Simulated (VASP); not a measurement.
Computed with PW91 GGA, VASP's PBE PAW potentials (set 64) (plane waves; VASP).

The input files of a VASP run:

File KPOINTS:
```
Automatic mesh
0
Gamma
18 18 18
0 0 0
```

POSCAR:
```
W
1
   -1.5960712744     1.5960712744     1.5960712744
    1.5960712744    -1.5960712744     1.5960712744
    1.5960712744     1.5960712744    -1.5960712744
W
1
Direct
  0.0000000000   0.0000000000   0.0000000000
```

### INCAR
```
ALGO = Normal
EDIFF = 1E-7
ENCUT = 520
GGA = 91
ISIF = 2
ISMEAR = -5
LASPH = T
LCHARG = T
LMAXMIX = 6
LORBIT = 11
LREAL = F
LWAVE = F
NEDOS = 601
NELM = 100
PREC = Accurate
SYSTEM = W
```

POTCAR, in this order: W_sv (PBE.64 set). Program: vasp_std.

The run wrote:

**OSZICAR**
```
       N       E                     dE             d eps       ncg     rms          rms(c)
DAV:   1     0.766641080692E+02    0.76664E+02   -0.78473E+03  4290   0.144E+03
DAV:   2    -0.119304273365E+02   -0.88595E+02   -0.86005E+02  4619   0.334E+02
DAV:   3    -0.135238794951E+02   -0.15935E+01   -0.15762E+01  4981   0.439E+01
DAV:   4    -0.135332531027E+02   -0.93736E-02   -0.93667E-02  4596   0.356E+00
DAV:   5    -0.135333247505E+02   -0.71648E-04   -0.71636E-04  4806   0.326E-01    0.205E+01
DAV:   6    -0.129857535352E+02    0.54757E+00   -0.67098E-01  4572   0.109E+01    0.784E+00
DAV:   7    -0.128521021840E+02    0.13365E+00   -0.33330E-01  4728   0.719E+00    0.705E-01
DAV:   8    -0.128480510038E+02    0.40512E-02   -0.37717E-03  4410   0.923E-01    0.951E-02
DAV:   9    -0.128480657541E+02   -0.14750E-04   -0.14559E-04  4855   0.147E-01    0.484E-02
DAV:  10    -0.128480660752E+02   -0.32108E-06   -0.12934E-05  4647   0.528E-02    0.113E-02
DAV:  11    -0.128480680117E+02   -0.19365E-05   -0.25000E-07  4457   0.578E-03    0.723E-04
DAV:  12    -0.128480672435E+02    0.76814E-06   -0.11425E-08  2385   0.122E-03    0.121E-04
DAV:  13    -0.128480672376E+02    0.59431E-08   -0.59143E-10  2232   0.365E-04
   1 F= -.12848067E+02 E0= -.12848067E+02  d E =0.000000E+00
```

**OUTCAR**
```
------------------------ aborting loop because EDIFF is reached ----------------------------------------
  FORCE on cell =-STRESS in cart. coord.  units (eV):
  Direction    XX          YY          ZZ          XY          YZ          ZX
  --------------------------------------------------------------------------------------
  Total       -0.0225372     -0.0225372     -0.0225372     -0.0000000     -0.0000000      0.0000000
  in kB       -2.2202127     -2.2202127     -2.2202127     -0.0000000     -0.0000000      0.0000000
  external PRESSURE =      -2.2202127 kB  Pullay stress =       0.0000000 kB
  volume of cell :       16.26
      direct lattice vectors                 reciprocal lattice vectors
    -1.596071274  1.596071274  1.596071274     0.000000000  0.313269218  0.313269218
     1.596071274 -1.596071274  1.596071274     0.313269218  0.000000000  0.313269218
     1.596071274  1.596071274 -1.596071274     0.313269218  0.313269218  0.000000000
 POSITION                                       TOTAL-FORCE (eV/Angst)
 -----------------------------------------------------------------------------------
      0.00000      0.00000      0.00000        -0.000000      0.000000      0.000000
 -----------------------------------------------------------------------------------
    total drift:                               -0.000000      0.000000      0.000000
  FREE ENERGIE OF THE ION-ELECTRON SYSTEM (eV)
  ---------------------------------------------------
  free  energy   TOTEN  =       -12.8480672376 eV

  energy  without entropy=      -12.8480672376  energy(sigma->0) =      -12.84806724

 total charge

# of ion       s       p       d       tot
------------------------------------------
    1        2.394   6.327   3.329  12.050
```
(Selected blocks of OUTCAR.)

For a metal the tetrahedron method with Blöchl corrections gives inexact stress and forces.

The compound is W in the bcc structure. It was relaxed first.
